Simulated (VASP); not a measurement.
An input for Ansatz (written as the equivalent of a VASP run, and not itself run):

Ansatz 0.2 input:
```yaml
crystal:
  lattice:
    - [2.9102120, 0.0000000, 0.0000000]
    - [0.0000000, 2.8524460, 0.0000000]
    - [0.0000000, 0.0000000, 2.8970010]
  atoms:
    - { symbol: Al, position: [0.5000000, 0.5000000, 0.5000000] }
    - { symbol: Fe, position: [0.0093600, 0.0000000, 0.0000000] }
kpoints:
  mp_grid: { grid: [4, 4, 4], shift: [0.5, 0.5, 0.5] }
hamiltonian:
  xc: pbe
  pseudopotentials: { kind: paw }
scf:
  occupations: { method: methfessel_paxton, width: 0.1 }
  max_iter: 100
output: { forces: true, stress: true, eigenvalues: true }
```

Translate this input to VASP (INCAR, KPOINTS, POSCAR, choice of POTCAR).

One answer among several that fit: 
### KPOINTS
```
K-points
0
Monkhorst-Pack
 4 4 4
0 0 0
```

**INCAR**
```
! general
SYSTEM =FeAl
PREC   =Accurate
ENCUT  =400
LREAL  =.FALSE.
LASPH  =.TRUE.   ! aspherical one-centre terms

! electronic loop
EDIFF  =1E-6
NELM   =100
ALGO   =Normal   ! blocked Davidson
LMAXMIX=4

! smearing
ISMEAR =1
SIGMA  =0.1   ! width (eV)

! functional
GGA    =PE

! ions
ISIF   =2   ! forces and stress, cell fixed

! output
LWAVE  =.FALSE.
LCHARG =.FALSE.
```

**POSCAR**
```
FeAl
1
    2.9102120000     0.0000000000     0.0000000000
    0.0000000000     2.8524460000     0.0000000000
    0.0000000000     0.0000000000     2.8970010000
Al Fe
1 1
Direct
  0.5000000000   0.5000000000   0.5000000000
  0.0093600000   0.0000000000   0.0000000000
```

POTCAR, in this order: Al Fe (PBE.64 set). Program: vasp_std.

Limits of the translation: each code has its own PAW files, so the cut-off isn't converted (ENCUT is set for VASP's; basis.ecutwfc is left out, and Ansatz then takes the one that its files recommend); Ansatz stops its SCF on the density residual and VASP on the energy change (EDIFF); an even Monkhorst-Pack mesh in KPOINTS is shifted by half a step.

The compound is FeAl in the CsCl type structure. The cell was not relaxed at this level, atoms are displaced from their ideal sites. The k-mesh is coarse (spacing up to 0.55 per Å, 2π included), so the numbers may not be converged in it. The run is one of a series of settings (KPOINTS 4×4×4 Monkhorst-Pack mesh against the base run), some of them coarse on purpose.
